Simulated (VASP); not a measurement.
These are revPBE GGA, VASP's PBE PAW potentials (set 64) (plane waves; VASP) values and carry that method's errors.

VASP ran on this input.

File KPOINTS:
```
Regular mesh
0
G
11 11 11
0 0 0
```

INCAR:
```
ALGO=Normal
EDIFF=1E-6
EDIFFG=-0.01
ENCUT=520
GGA=RE
IBRION=2
ISIF=3
ISMEAR=0
LASPH=.True.
LCHARG=.False.
LREAL=.False.
LWAVE=.False.
NELM=100
NSW=60
PREC=Accurate
SIGMA=0.05
SYSTEM=C
```

### POSCAR
```
C
1.0
  0.0000000000   1.7835000000   1.7835000000
  1.7835000000   0.0000000000   1.7835000000
  1.7835000000   1.7835000000   0.0000000000
C
2
Direct
  0.0000000000   0.0000000000   0.0000000000
  0.2500000000   0.2500000000   0.2500000000
```

POTCAR, in this order: C (PBE.64 set). Program: vasp_std.

What VASP printed:

OUTCAR:
```
 ion  position               nearest neighbor table
   1  0.000  0.000  0.000-   2 1.54   2 1.54   2 1.54   2 1.54
   2  0.250  0.250  0.250-   1 1.54   1 1.54   1 1.54   1 1.54
  LATTYP: Found a face centered cubic cell.
 ALAT       =     3.5670000000
 Subroutine PRICEL returns:
 Original cell was already a primitive cell.
 Subroutine GETGRP returns: Found 48 space group operations
The static configuration has the point symmetry T_d .
 The point group associated with its full space group is O_h .
The dynamic configuration has the point symmetry T_d .
 Subroutine INISYM returns: Found 48 space group operations
 Subroutine IBZKPT returns following result:
 Found     56 irreducible k-points:

 Following reciprocal coordinates:
            Coordinates               Weight
  0.000000  0.000000  0.000000      1.000000
  0.090909  0.000000  0.000000      8.000000
  0.181818  0.000000  0.000000      8.000000
  0.272727  0.000000  0.000000      8.000000
  0.363636  0.000000  0.000000      8.000000
  0.454545  0.000000  0.000000      8.000000
  0.090909  0.090909  0.000000      6.000000
  0.181818  0.090909  0.000000     24.000000
  0.272727  0.090909  0.000000     24.000000
  0.363636  0.090909  0.000000     24.000000
  0.454545  0.090909  0.000000     24.000000
 -0.454545  0.090909  0.000000     24.000000
 -0.363636  0.090909  0.000000     24.000000
 -0.272727  0.090909  0.000000     24.000000
 -0.181818  0.090909  0.000000     24.000000
 -0.090909  0.090909  0.000000     12.000000
  0.181818  0.181818  0.000000      6.000000
  0.272727  0.181818  0.000000     24.000000
  0.363636  0.181818  0.000000     24.000000
  0.454545  0.181818  0.000000     24.000000
 -0.454545  0.181818  0.000000     24.000000
 -0.363636  0.181818  0.000000     24.000000
 -0.272727  0.181818  0.000000     24.000000
 -0.181818  0.181818  0.000000     12.000000
  0.272727  0.272727  0.000000      6.000000
  0.363636  0.272727  0.000000     24.000000
  0.454545  0.272727  0.000000     24.000000
 -0.454545  0.272727  0.000000     24.000000
 -0.363636  0.272727  0.000000     24.000000
 -0.272727  0.272727  0.000000     12.000000
  0.363636  0.363636  0.000000      6.000000
  0.454545  0.363636  0.000000     24.000000
 -0.454545  0.363636  0.000000     24.000000
 -0.363636  0.363636  0.000000     12.000000
  0.454545  0.454545  0.000000      6.000000
 -0.454545  0.454545  0.000000     12.000000
  0.272727  0.181818  0.090909     24.000000
  0.363636  0.181818  0.090909     48.000000
  0.454545  0.181818  0.090909     48.000000
 -0.454545  0.181818  0.090909     48.000000
   k-points           NKPTS =     56   k-points in BZ     NKDIM =     56   number of bands    NBANDS=      8
   number of dos      NEDOS =    301   number of ions     NIONS =      2
   total plane-waves  NPLWV =   8000
   dimension x,y,z NGX =    20 NGY =   20 NGZ =   20
   dimension x,y,z NGXF=    40 NGYF=   40 NGZF=   40
   ions per type =               2
   PREC   = accura    normal or accurate (medium, high low for compatibility)
   ISTART =      0    job   : 0-new  1-cont  2-samecut
   ICHARG =      2    charge: 1-file 2-atom 10-const
   ISPIN  =      1    spin polarized calculation?
   LNONCOLLINEAR =      F non collinear calculations
   LSORBIT =      F    spin-orbit coupling
   INIWAV =      1    electr: 0-lowe 1-rand  2-diag
   ENCUT  =  520.0 eV  38.22 Ry    6.18 a.u.   4.69  4.69  4.69*2*pi/ulx,y,z
   NELM   =    100;   NELMIN=  2; NELMDL= -5     # of ELM steps
   EDIFF  = 0.1E-05   stopping-criterion for ELM
   LREAL  =      F    real-space projection
   NLSPLINE    = F    spline interpolate recip. space projectors
...
```

File OSZICAR:
```
       N       E                     dE             d eps       ncg     rms          rms(c)
DAV:   1    -0.195361483418E+01   -0.19536E+01   -0.49827E+03   936   0.983E+02
DAV:   2    -0.178622315443E+02   -0.15909E+02   -0.15552E+02  1432   0.108E+02
DAV:   3    -0.179544715961E+02   -0.92240E-01   -0.92240E-01   912   0.106E+01
DAV:   4    -0.179546200826E+02   -0.14849E-03   -0.14849E-03  1320   0.444E-01
DAV:   5    -0.179546201137E+02   -0.31031E-07   -0.31031E-07   936   0.480E-03    0.567E+00
DAV:   6    -0.175184960885E+02    0.43612E+00   -0.32454E-01   928   0.457E+00    0.344E+00
DAV:   7    -0.173739539258E+02    0.14454E+00   -0.36249E-01  1064   0.500E+00    0.748E-01
DAV:   8    -0.173760159798E+02   -0.20621E-02   -0.25124E-03   944   0.556E-01    0.575E-02
DAV:   9    -0.173760527357E+02   -0.36756E-04   -0.23370E-04  1312   0.135E-01    0.308E-02
DAV:  10    -0.173760728367E+02   -0.20101E-04   -0.26981E-05   912   0.609E-02    0.639E-03
DAV:  11    -0.173760726474E+02    0.18933E-06   -0.10389E-07   824   0.373E-03
   1 F= -.17376073E+02 E0= -.17376073E+02  d E =-.173761E+02
       N       E                     dE             d eps       ncg     rms          rms(c)
DAV:   1    -0.173798438026E+02   -0.37710E-02   -0.37842E-01  1056   0.630E+00    0.550E-01
DAV:   2    -0.173759633645E+02    0.38804E-02   -0.31068E-03   984   0.546E-01    0.287E-01
DAV:   3    -0.173743731982E+02    0.15902E-02   -0.32067E-03   968   0.453E-01    0.498E-02
DAV:   4    -0.173743704751E+02    0.27231E-05   -0.56195E-06   896   0.334E-02    0.414E-02
DAV:   5    -0.173743642877E+02    0.61875E-05   -0.19359E-06  1032   0.192E-02    0.109E-03
DAV:   6    -0.173743641642E+02    0.12349E-06   -0.21940E-08   448   0.182E-03
   2 F= -.17374364E+02 E0= -.17374364E+02  d E =0.170848E-02
       N       E                     dE             d eps       ncg     rms          rms(c)
DAV:   1    -0.173815806430E+02   -0.72164E-02   -0.11540E-01  1088   0.352E+00    0.307E-01
DAV:   2    -0.173804126159E+02    0.11680E-02   -0.92160E-04   984   0.297E-01    0.158E-01
DAV:   3    -0.173799411175E+02    0.47150E-03   -0.96328E-04   968   0.250E-01    0.284E-02
DAV:   4    -0.173799407422E+02    0.37530E-06   -0.16930E-06   880   0.179E-02
   3 F= -.17379941E+02 E0= -.17379941E+02  d E =-.386809E-02
```

### OUTCAR
```
------------------------ aborting loop because EDIFF is reached ----------------------------------------
  FORCE on cell =-STRESS in cart. coord.  units (eV):
  Direction    XX          YY          ZZ          XY          YZ          ZX
  --------------------------------------------------------------------------------------
  Total       -0.0009668     -0.0009668     -0.0009668      0.0000000      0.0000000      0.0000000
  in kB       -0.1343637     -0.1343637     -0.1343637      0.0000000      0.0000000      0.0000000
  external PRESSURE =      -0.1343637 kB  Pullay stress =       0.0000000 kB
  volume of cell :       11.53
      direct lattice vectors                 reciprocal lattice vectors
     0.000000000  1.793015502  1.793015502    -0.278859831  0.278859831  0.278859831
     1.793015502  0.000000000  1.793015502     0.278859831 -0.278859831  0.278859831
     1.793015502  1.793015502 -0.000000000     0.278859831  0.278859831 -0.278859831
 POSITION                                       TOTAL-FORCE (eV/Angst)
 -----------------------------------------------------------------------------------
      0.00000      0.00000      0.00000        -0.000000     -0.000000     -0.000000
      0.89651      0.89651      0.89651         0.000000      0.000000      0.000000
 -----------------------------------------------------------------------------------
    total drift:                                0.000000      0.000000      0.000000
  FREE ENERGIE OF THE ION-ELECTRON SYSTEM (eV)
  ---------------------------------------------------
  free  energy   TOTEN  =       -17.3799407422 eV

  energy  without entropy=      -17.3799407422  energy(sigma->0) =      -17.37994074

 reached required accuracy - stopping structural energy minimisation
```
(Selected blocks of OUTCAR.)

CONTCAR:
```
C
   1.00000000000000
     0.0000000000000000    1.7930155024885572    1.7930155024885572
     1.7930155024885572    0.0000000000000000    1.7930155024885572
     1.7930155024885572    1.7930155024885572   -0.0000000000000000
  C
     2
Direct
     0.0000000000000000    0.0000000000000000    0.0000000000000000
     0.2500000000000000    0.2500000000000000    0.2500000000000000
```

The compound is C in the diamond structure. This run relaxes it. Symmetry was kept, so distortions that lower it aren't found.
